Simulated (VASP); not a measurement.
Calculation: PBEsol GGA, VASP's PBE PAW potentials (set 64) (plane waves; VASP).

A VASP calculation is set up with these files.

**INCAR**
```
! general
SYSTEM =Tc
PREC   =Accurate
ENCUT  =520   ! plane-wave cut-off (eV)
LREAL  =.FALSE.
LASPH  =.TRUE.   ! aspherical one-centre terms

! electronic loop
EDIFF  =1E-7   ! SCF stop (eV)
NELM   =100   ! most electronic steps
ALGO   =Normal   ! blocked Davidson
LMAXMIX=4   ! l cut-off of mixed one-centre charges

! smearing
ISMEAR =-5

! functional
GGA    =PS   ! PBEsol

! ions
ISIF   =2   ! forces and stress, cell fixed

! output
LWAVE  =.FALSE.
LCHARG =.TRUE.
LORBIT =11   ! lm-projected
NEDOS  =601
```

**KPOINTS**
```
Automatic
0
Gamma
  17 17 10
0 0 0
```

### POSCAR
```
Tc
4.3581890
  0.3121276487  -0.5406210344   0.0000000000
  0.3121276487   0.5406210344   0.0000000000
  0.0000000000   0.0000000000   1.0000001031
Tc
2
Direct
  0.3333330000   0.6666670000   0.2500000000
  0.6666670000   0.3333330000   0.7500000000
```

POTCAR, in this order: Tc_pv (PBE.64 set). Program: vasp_std.

The run wrote:

File OUTCAR:
```
 ion  position               nearest neighbor table
   1  0.333  0.667  0.250-   2 2.69   2 2.69   2 2.69   2 2.69   2 2.69   2 2.69
   2  0.667  0.333  0.750-   1 2.69   1 2.69   1 2.69   1 2.69   1 2.69   1 2.69
  LATTYP: Found a hexagonal cell.
 ALAT       =     2.7206229040
 C/A-ratio  =     1.6019086816
 Subroutine PRICEL returns:
 Original cell was already a primitive cell.
 Subroutine GETGRP returns: Found 24 space group operations
The static configuration has the point symmetry D_3d.
 The point group associated with its full space group is D_6h.
The dynamic configuration has the point symmetry D_3d.
 Subroutine INISYM returns: Found 24 space group operations
 Subroutine IBZKPT returns following result:
 Found    198 irreducible k-points:

 Following reciprocal coordinates:
            Coordinates               Weight
  0.000000  0.000000  0.000000      1.000000
  0.058824 -0.000000  0.000000      6.000000
  0.117647  0.000000  0.000000      6.000000
  0.176471 -0.000000  0.000000      6.000000
  0.235294  0.000000  0.000000      6.000000
  0.294118  0.000000  0.000000      6.000000
  0.352941 -0.000000  0.000000      6.000000
...
```

OSZICAR:
```
       N       E                     dE             d eps       ncg     rms          rms(c)
DAV:   1     0.310358495503E+03    0.31036E+03   -0.16905E+04  6772   0.162E+03
DAV:   2    -0.160829094729E+02   -0.32644E+03   -0.32354E+03  7498   0.460E+02
DAV:   3    -0.241071552393E+02   -0.80242E+01   -0.78449E+01  8070   0.824E+01
DAV:   4    -0.241883617122E+02   -0.81206E-01   -0.80392E-01  7460   0.793E+00
DAV:   5    -0.241890006599E+02   -0.63895E-03   -0.63523E-03  7540   0.700E-01    0.262E+01
DAV:   6    -0.227220509115E+02    0.14669E+01   -0.35241E+00  7176   0.186E+01    0.818E+00
DAV:   7    -0.225449495568E+02    0.17710E+00   -0.67156E-01  7668   0.729E+00    0.928E-01
DAV:   8    -0.225331566221E+02    0.11793E-01   -0.12107E-02  6942   0.122E+00    0.237E-01
DAV:   9    -0.225332046235E+02   -0.48001E-04   -0.52133E-04  8079   0.174E-01    0.348E-02
DAV:  10    -0.225331974665E+02    0.71570E-05   -0.15268E-05  7183   0.348E-02    0.266E-02
DAV:  11    -0.225331948205E+02    0.26460E-05   -0.95485E-06  7013   0.267E-02    0.139E-03
DAV:  12    -0.225331945451E+02    0.27539E-06   -0.13055E-07  4595   0.323E-03    0.639E-04
DAV:  13    -0.225331942146E+02    0.33051E-06   -0.26968E-08  3399   0.109E-03    0.208E-04
DAV:  14    -0.225331941894E+02    0.25234E-07   -0.40165E-09  3388   0.424E-04
   1 F= -.22533194E+02 E0= -.22533194E+02  d E =0.000000E+00
```

**OUTCAR**
```
------------------------ aborting loop because EDIFF is reached ----------------------------------------
  FORCE on cell =-STRESS in cart. coord.  units (eV):
  Direction    XX          YY          ZZ          XY          YZ          ZX
  --------------------------------------------------------------------------------------
  Total        0.0781927      0.0781928     -0.0768209      0.0000000      0.0000000      0.0000000
  in kB        4.4843927      4.4843941     -4.4057140      0.0000000      0.0000000      0.0000000
  external PRESSURE =       1.5210243 kB  Pullay stress =       0.0000000 kB
  volume of cell :       27.94
      direct lattice vectors                 reciprocal lattice vectors
     1.360311285 -2.356128645  0.000000000     0.367562929 -0.212212521  0.000000000
     1.360311285  2.356128645  0.000000000     0.367562929  0.212212521  0.000000000
     0.000000000  0.000000000  4.358189449     0.000000000  0.000000000  0.229453082
 POSITION                                       TOTAL-FORCE (eV/Angst)
 -----------------------------------------------------------------------------------
      1.36031      0.78538      1.08955         0.000000      0.000000      0.000000
      1.36031     -0.78538      3.26864        -0.000000     -0.000000      0.000000
 -----------------------------------------------------------------------------------
    total drift:                               -0.000024      0.000606     -0.000043
  FREE ENERGIE OF THE ION-ELECTRON SYSTEM (eV)
  ---------------------------------------------------
  free  energy   TOTEN  =       -22.5331941894 eV

  energy  without entropy=      -22.5331941894  energy(sigma->0) =      -22.53319419

 total charge

# of ion       s       p       d       tot
------------------------------------------
    1        0.490   6.516   5.161  12.168
    2        0.490   6.516   5.161  12.168
--------------------------------------------------
tot          0.980  13.032  10.323  24.335
```
(Selected blocks of OUTCAR.)

For a metal the tetrahedron method with Blöchl corrections gives inexact stress and forces.

The compound is Tc in the hcp structure. It was relaxed first.
